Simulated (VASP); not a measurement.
A convergence study with VASP on NiSi2 (fluorite): a few settings are varied, all else stays as given below, so the limit is that of these other settings.

```
CELL_PARAMETERS angstrom
      0.00000     2.70500     2.70500
      2.70500     0.00000     2.70500
      2.70500     2.70500     0.00000
ATOMIC_POSITIONS crystal
  Si 0.25000 0.25000 0.25000
  Si 0.75000 0.75000 0.75000
  Ni 0.00000 0.00000 0.00000
```

All values below come from PBE GGA, VASP's PBE PAW potentials (set 64) (plane waves; VASP). The last row used: 550 eV cut-off, 17×17×17 Γ-centred mesh, second-order Methfessel-Paxton smearing of 0.40 eV, potentials Si Ni.

| setting | E (eV/atom) | pressure (GPa) | irreducible k-points |
|---|---|---|---|
| ISMEAR = -1, SIGMA = 0.01, 5×5×5 mesh | -5.7722 | 3.36 | 10 |
| ISMEAR = -1, SIGMA = 0.1, 5×5×5 mesh | -5.7729 | 3.33 | 10 |
| ISMEAR = 0, SIGMA = 0.01, 5×5×5 mesh | -5.7721 | 3.36 | 10 |
| ISMEAR = 0, SIGMA = 0.1, 5×5×5 mesh | -5.7729 | 3.36 | 10 |
| ISMEAR = 1, SIGMA = 0.01, 5×5×5 mesh | -5.7721 | 3.36 | 10 |
| ISMEAR = 1, SIGMA = 0.2, 5×5×5 mesh | [?] | [?] | 10 |
| ISMEAR = 2, SIGMA = 0.05, 5×5×5 mesh | -5.7723 | 3.36 | 10 |
| ISMEAR = 2, SIGMA = 0.2, 5×5×5 mesh | -5.7732 | 3.46 | 10 |
| ISMEAR = -1, SIGMA = 0.01, 11×11×11 mesh | -5.7868 | 2.90 | 56 |
| ISMEAR = -1, SIGMA = 0.2, 11×11×11 mesh | -5.7872 | 3.12 | 56 |
| ISMEAR = 0, SIGMA = 0.01, 11×11×11 mesh | -5.7868 | 2.90 | 56 |
| ISMEAR = 0, SIGMA = 0.2, 11×11×11 mesh | -5.7872 | 2.87 | 56 |
| ISMEAR = 1, SIGMA = 0.01, 11×11×11 mesh | -5.7868 | 2.90 | 56 |
| ISMEAR = 1, SIGMA = 0.4, 11×11×11 mesh | -5.7870 | [?] | 56 |
| ISMEAR = 2, SIGMA = 0.05, 11×11×11 mesh | -5.7868 | 2.90 | 56 |
| ISMEAR = 2, SIGMA = 0.4, 11×11×11 mesh | -5.7870 | 2.86 | 56 |
| ISMEAR = -1, SIGMA = 0.05, 17×17×17 mesh | -5.7874 | 2.98 | 165 |
| ISMEAR = -1, SIGMA = 0.2, 17×17×17 mesh | -5.7874 | 3.13 | 165 |
| ISMEAR = 0, SIGMA = 0.05, 17×17×17 mesh | -5.7874 | 3.02 | 165 |
| ISMEAR = 0, SIGMA = 0.2, 17×17×17 mesh | -5.7874 | 2.96 | 165 |
| ISMEAR = 1, SIGMA = 0.05, 17×17×17 mesh | -5.7874 | 3.04 | 165 |
| ISMEAR = 1, SIGMA = 0.4, 17×17×17 mesh | -5.7873 | 2.90 | 165 |
| ISMEAR = 2, SIGMA = 0.1, 17×17×17 mesh | -5.7874 | 3.03 | 165 |
| ISMEAR = 2, SIGMA = 0.4, 17×17×17 mesh | -5.7873 | 2.92 | 165 |

Question: Complete the blanks.

Answer: 
- ISMEAR = 1, SIGMA = 0.2, 5×5×5 mesh, E (eV/atom): -5.7730
- ISMEAR = 1, SIGMA = 0.2, 5×5×5 mesh, pressure (GPa): 3.38
- ISMEAR = 1, SIGMA = 0.4, 11×11×11 mesh, pressure (GPa): 2.88

Left out are rungs that failed or repeat a setting and relaxations that didn't move; long series are thinned to 24 rows.

The compound is NiSi2 in the fluorite structure. The cell was not relaxed at this level. The run is not spin-polarised, so no magnetic state was tried.
